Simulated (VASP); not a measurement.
The system is MoS2.

```xyz
6
Lattice="3.1610 0.0000 0.0000 -1.5805 2.7375 0.0000 0.0000 0.0000 12.9098" Properties=species:S:1:pos:R:3 pbc="T T T"
Mo    0.0000    1.8250    3.2274
Mo    1.5805    0.9125    9.6823
S     1.5805    0.9125    4.7924
S     1.5805    0.9125    1.6624
S     0.0000    1.8250   11.2473
S     0.0000    1.8250    8.1173
```

The cell was built by a generator and needn't be a form met in nature.

Program: VASP 6.6.1. Alike in all runs: task single point; no spin polarisation; cell as given; k mesh 8 × 8 × 2; cutoff (eV) 520; smearing fermi-dirac 0.05 eV.

Question: Order these runs on this cell by their pressure, lowest first.
A. level LDA; potentials or basis VASP PAW LDA potentials, release 64 (Mo_sv, S)
B. level PBEsol; potentials or basis VASP PAW PBE potentials, release 64 (Mo_sv, S)
C. level vdW-DF2; potentials or basis VASP PAW PBE potentials, release 64 (Mo_sv, S)
D. level SCAN; potentials or basis VASP PAW PBE potentials, release 64 (Mo_sv, S)

Answer: A (-4.9 GPa), B (-2.4 GPa), D (0.0 GPa), C (12.0 GPa).

Caveats: the PAW data sets were made with another functional, which shifts forces and pressure a little (some runs); this functional lacks dispersion, which binds the layers, so the pressure and a relaxed spacing across them are unreliable (some runs).

Runs at the PBE level aren't shown here.
